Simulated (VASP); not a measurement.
# Pd: Pd into a neighbouring Pd vacancy, part 2 of 2

How hard is this move in Pd: Pd into a neighbouring Pd vacancy? Both ends are relaxed first, then a band of images between them.

VASP 6.6.1; PBEsol; plane waves and PAW (Pd).

So far. Step 3 (Relax the start): The run ended after 8 ionic steps, 0.318 eV below its first step, once the forces on the free atoms met EDIFFG = -0.05. Step 4 (Relax the end): The run ended after 6 ionic steps, 0.277 eV below its first step, once the forces on the free atoms met EDIFFG = -0.05.

## 5. Nudged elastic band

Images on a straight line between the ends relax across the path, while springs keep them spaced along it.

File INCAR:

```
SYSTEM = Pd
PREC = Normal
ENCUT = 280
EDIFF = 1E-05
NELM = 120
ISMEAR = 1
SIGMA = 0.15
LREAL = Auto
ALGO = Fast
GGA = PS
NBANDS = 180
LASPH = .TRUE.
LWAVE = .FALSE.
LCHARG = .FALSE.
NCORE = 2
IMAGES = 3
SPRING = -5
IBRION = 1
POTIM = 0.3
NSW = 50
EDIFFG = -0.05
ISYM = 0
ISIF = 0
```

File POSCAR:

```
Pd
1.0
    7.7354937840      0.0000000000      0.0000000000
    0.0000000000      7.7354937840      0.0000000000
    0.0000000000      0.0000000000      7.7354937840
Pd
31
Direct
    0.7446901629      0.2454954826      0.9996344266
    0.7440699559      0.0003687265      0.2443366885
    0.9998627869      0.0000797151      0.0001368855
    0.2554602113      0.2448583197      0.9995755758
    0.5000174401      0.5001054500      0.9992242971
    0.7451820685      0.7545706249      0.9998601644
    0.2549993493      0.9994037218      0.2448009418
    0.4994150909      0.2451141946      0.2451416690
    0.7477073917      0.4995734730      0.2480720967
    0.5002130928      0.9998398439      0.5004712305
    0.7485872952      0.2482605015      0.4996537986
    0.7460278962      0.9999963760      0.7549416315
    0.0001099367      0.4995093488      0.9999218747
    0.2542988544      0.7543867241      0.9997250431
    0.0000421995      0.2479968418      0.2480001368
    0.2520042584      0.4998920139      0.2479983584
    0.4998050110      0.7548084953      0.2446029589
    0.9999775128      0.9994006730      0.4992961505
    0.2515777151      0.2479393468      0.4997514159
    0.5000668347      0.5005301820      0.5000313434
    0.7483562346      0.7519602054      0.4994602261
    0.2548439426      0.9996674869      0.7551212651
    0.5003415635      0.2451420389      0.7543525452
    0.7490850751      0.5001859134      0.7508895215
    0.9992701804      0.7512982950      0.2476728910
    0.0002407921      0.4999444198      0.4989836419
    0.2517126685      0.7517230997      0.4997415510
    0.0004971461      0.2482990449      0.7513150217
    0.2517194758      0.4999437430      0.7510486786
    0.5002906573      0.7552188879      0.7551269087
    0.0001712502      0.7513736736      0.7514049399
```

File KPOINTS:

```
Automatic mesh
0
Monkhorst-Pack
3 3 3
0 0 0
```

File 00/POSCAR:

```
Pd
1.0
    7.7354937840      0.0000000000      0.0000000000
    0.0000000000      7.7354937840      0.0000000000
    0.0000000000      0.0000000000      7.7354937840
Pd
31
Direct
    0.7446901629      0.2454954826      0.9996344266
    0.7440699559      0.0003687265      0.2443366885
    0.9998627869      0.0000797151      0.0001368855
    0.2554602113      0.2448583197      0.9995755758
    0.5000174401      0.5001054500      0.9992242971
    0.7451820685      0.7545706249      0.9998601644
    0.2549993493      0.9994037218      0.2448009418
    0.4994150909      0.2451141946      0.2451416690
    0.7477073917      0.4995734730      0.2480720967
    0.5002130928      0.9998398439      0.5004712305
    0.7485872952      0.2482605015      0.4996537986
    0.7460278962      0.9999963760      0.7549416315
    0.0001099367      0.4995093488      0.9999218747
    0.2542988544      0.7543867241      0.9997250431
    0.0000421995      0.2479968418      0.2480001368
    0.2520042584      0.4998920139      0.2479983584
    0.4998050110      0.7548084953      0.2446029589
    0.9999775128      0.9994006730      0.4992961505
    0.2515777151      0.2479393468      0.4997514159
    0.5000668347      0.5005301820      0.5000313434
    0.7483562346      0.7519602054      0.4994602261
    0.2548439426      0.9996674869      0.7551212651
    0.5003415635      0.2451420389      0.7543525452
    0.7490850751      0.5001859134      0.7508895215
    0.9992701804      0.7512982950      0.2476728910
    0.0002407921      0.4999444198      0.4989836419
    0.2517126685      0.7517230997      0.4997415510
    0.0004971461      0.2482990449      0.7513150217
    0.2517194758      0.4999437430      0.7510486786
    0.5002906573      0.7552188879      0.7551269087
    0.0001712502      0.7513736736      0.7514049399
```

File 01/POSCAR:

```
Pd
1.0
    7.7354937840      0.0000000000      0.0000000000
    0.0000000000      7.7354937840      0.0000000000
    0.0000000000      0.0000000000      7.7354937840
Pd
31
Direct
    0.6847134679      0.1854177934      0.9992634689
    0.7455662912      0.0014563356      0.2441254407
    0.9988695487      0.0012831215     -0.0001970590
    0.2539890576      0.2460883504      0.9994890277
    0.5012914224      0.4988386254      0.9991774643
    0.7465487159      0.7536768884      0.9994534331
    0.2540083024      0.9999425495      0.2455759326
    0.5009793561      0.2463872464      0.2446459869
    0.7484017686      0.4986269278      0.2470590166
    0.5007379175      1.0003003167      0.4999789841
    0.7488608185      0.2488686756      0.4994489957
    0.7470015598      1.0013906624      0.7546259888
   -0.0010445783      0.4985489147      0.9999016899
    0.2533012455      0.7534457893      0.9996230684
   -0.0012271309      0.2484366678      0.2471426726
    0.2515629738      0.4995116961      0.2477925770
    0.5005586137      0.7535403352      0.2451230379
    0.9995405362      1.0001046794      0.4992109715
    0.2511144147      0.2486231728      0.4993870504
    0.5005037197      0.5000514744      0.4997938200
    0.7488531570      0.7514264681      0.4994896651
    0.2537113279      1.0003692607      0.7536818623
    0.5013498048      0.2465401534      0.7540790132
    0.7493867816      0.4989824772      0.7518178624
    0.9991685620      0.7511038858      0.2478106464
   -0.0001353353      0.4996273788      0.4991167088
    0.2515706140      0.7512705083      0.4995068195
   -0.0009664391      0.2488367426      0.7520911831
    0.2511929960      0.4995236371      0.7511147969
    0.5005111266      0.7539505218      0.7540175378
   -0.0000275196      0.7512239616      0.7512587256
```

File 02/POSCAR:

```
Pd
1.0
    7.7354937840      0.0000000000      0.0000000000
    0.0000000000      7.7354937840      0.0000000000
    0.0000000000      0.0000000000      7.7354937840
Pd
31
Direct
    0.6247367729      0.1253401042      0.9988925112
    0.7470626265      0.0025439447      0.2439141930
    0.9978763106      0.0024865279     -0.0005310035
    0.2525179038      0.2473183812      0.9994024796
    0.5025654047      0.4975718008      0.9991306314
    0.7479153633      0.7527831519      0.9990467018
    0.2530172555      1.0004813772      0.2463509235
    0.5025436213      0.2476602982      0.2441503048
    0.7490961456      0.4976803826      0.2460459366
    0.5012627422      1.0007607895      0.4994867376
    0.7491343418      0.2494768496      0.4992441928
    0.7479752234      1.0027849487      0.7543103461
   -0.0021990933      0.4975884806      0.9998815051
    0.2523036366      0.7525048546      0.9995210938
   -0.0024964614      0.2488764939      0.2462852084
    0.2511216892      0.4991313782      0.2475867957
    0.5013122164      0.7522721751      0.2456431170
    0.9991035596      1.0008086858      0.4991257924
    0.2506511142      0.2493069988      0.4990226849
    0.5009406046      0.4995727668      0.4995562967
    0.7493500794      0.7508927308      0.4995191041
    0.2525787133      1.0010710345      0.7522424595
    0.5023580461      0.2479382680      0.7538054812
    0.7496884882      0.4977790410      0.7527462034
    0.9990669437      0.7509094767      0.2479484017
   -0.0005114628      0.4993103377      0.4992497757
    0.2514285594      0.7508179170      0.4992720880
   -0.0024300242      0.2493744404      0.7528673444
    0.2506665162      0.4991035312      0.7511809152
    0.5007315960      0.7526821558      0.7529081668
   -0.0002262895      0.7510742496      0.7511125113
```

File 03/POSCAR:

```
Pd
1.0
    7.7354937840      0.0000000000      0.0000000000
    0.0000000000      7.7354937840      0.0000000000
    0.0000000000      0.0000000000      7.7354937840
Pd
31
Direct
    0.5647600779      0.0652624150      0.9985215536
    0.7485589618      0.0036315538      0.2437029452
    0.9968830724      0.0036899343     -0.0008649480
    0.2510467500      0.2485484120      0.9993159316
    0.5038393870      0.4963049761      0.9990837986
    0.7492820107      0.7518894154      0.9986399704
    0.2520262086      1.0010202050      0.2471259144
    0.5041078865      0.2489333501      0.2436546228
    0.7497905226      0.4967338375      0.2450328565
    0.5017875668      1.0012212623      0.4989944912
    0.7494078651      0.2500850237      0.4990393898
    0.7489488871      1.0041792350      0.7539947034
   -0.0033536083      0.4966280465      0.9998613203
    0.2513060278      0.7515639198      0.9994191191
   -0.0037657918      0.2493163200      0.2454277441
    0.2506804045      0.4987510604      0.2473810143
    0.5020658191      0.7510040149      0.2461631960
    0.9986665831      1.0015126923      0.4990406134
    0.2501878138      0.2499908249      0.4986583194
    0.5013774896      0.4990940592      0.4993187734
    0.7498470019      0.7503589936      0.4995485431
    0.2514460986      1.0017728083      0.7508030567
    0.5033662874      0.2493363826      0.7535319493
    0.7499901947      0.4965756049      0.7536745443
    0.9989653254      0.7507150676      0.2480861570
   -0.0008875902      0.4989932966      0.4993828426
    0.2512865049      0.7503653256      0.4990373566
   -0.0038936094      0.2499121381      0.7536435058
    0.2501400363      0.4986834254      0.7512470334
    0.5009520654      0.7514137897      0.7517987958
   -0.0004250593      0.7509245376      0.7509662970
```

File 04/POSCAR:

```
Pd
1.0
    7.7354937840      0.0000000000      0.0000000000
    0.0000000000      7.7354937840      0.0000000000
    0.0000000000      0.0000000000      7.7354937840
Pd
31
Direct
    0.5047833829      0.0051847258      0.9981505959
    0.7500552971      0.0047191629      0.2434916974
    0.9958898342      0.0048933407     -0.0011988925
    0.2495755963      0.2497784427      0.9992293835
    0.5051133693      0.4950381515      0.9990369658
    0.7506486581      0.7509956789      0.9982332391
    0.2510351617      1.0015590327      0.2479009052
    0.5056721517      0.2502064019      0.2431589407
    0.7504848995      0.4957872923      0.2440197764
    0.5023123915      1.0016817351      0.4985022448
    0.7496813884      0.2506931978      0.4988345869
    0.7499225507      1.0055735214      0.7536790607
   -0.0045081233      0.4956676124      0.9998411355
    0.2503084189      0.7506229851      0.9993171444
   -0.0050351223      0.2497561460      0.2445702799
    0.2502391199      0.4983707426      0.2471752329
    0.5028194218      0.7497358548      0.2466832750
    0.9982296065      1.0022166987      0.4989554344
    0.2497245134      0.2506746509      0.4982939539
    0.5018143746      0.4986153516      0.4990812500
    0.7503439243      0.7498252563      0.4995779821
    0.2503134840      1.0024745821      0.7493636539
    0.5043745287      0.2507344971      0.7532584173
    0.7502919012      0.4953721687      0.7546028853
    0.9988637070      0.7505206584      0.2482239124
   -0.0012637176      0.4986762556      0.4995159095
    0.2511444504      0.7499127342      0.4988026251
   -0.0053571946      0.2504498358      0.7544196672
    0.2496135565      0.4982633195      0.7513131517
    0.5011725347      0.7501454236      0.7506894249
   -0.0006238291      0.7507748256      0.7508200827
```

Potentials, in the order of the species: Pd (PBE family, release 64).

The run is started by

```
> mpirun -np 6 vasp_std
```

Wall time 15 min (6 MPI ranks of Intel Xeon 6975P-C (Granite Rapids), shared host); peak memory 1.7 GiB.

Images along the path:

```csv
image,path (A),energy (eV),"Pd1: x, y, z (Å)"
0,0.000,0.0000,"5.761, 1.899, 7.733"
1,0.739,0.5422,"5.326, 1.457, 7.729"
2,1.478,1.0547,"4.834, 0.968, 7.730"
3,2.216,0.5395,"4.345, 0.476, 7.732"
4,2.955,0.0013,"3.905, 0.040, 7.721"
```

Numbers from this step:

```yaml
electronic_cycles: 170
path_length: 2.955 Å
barrier: 1.055 eV
barrier_in_the_reverse_direction: 1.053 eV
barrier_from_a_spline_through_the_images: 1.055 eV
reaction_energy: 0.001291 eV
```

What the program prints for this run, and its count of cycles, belong to image 1; the force that counts for the threshold is the band's, across the path.

## 6. What came out

* hop: Pd into a neighbouring Pd vacancy
* barrier: 1.05 eV
* barrier in the reverse direction: 1.05 eV
* barrier from a spline through the images: 1.05 eV
* reaction energy: 0.00129 eV
* path length: 2.96 Å

In words: The barrier is 1.05 eV forwards and 1.05 eV backwards. With an attempt frequency of 10¹³ per second, taken as a typical value, this barrier gives about 10^-5 hops a second at 300 K. Both ends are alike and an image sits at the midpoint, which is the saddle if the path is symmetric. The band met its force threshold after 13 steps. Cell and mesh are small and were not tested. The band started on a straight line, so other routes may lie lower.

[Lines on the potential files, build, host, timing and source positions are cut from VASP's logs without a mark.]

[Logs are printed without paths, hosts, clocks, repeated set-up lines and the standing remarks that a program may print on its own settings, such as how far it seeks lower states.]

[Hosts, paths, dates, database ids (printed as entryN), source tags and the programs' standing remarks are cut or masked in the printed files.]

[Runs that stopped without an error message from VASP are left out.]
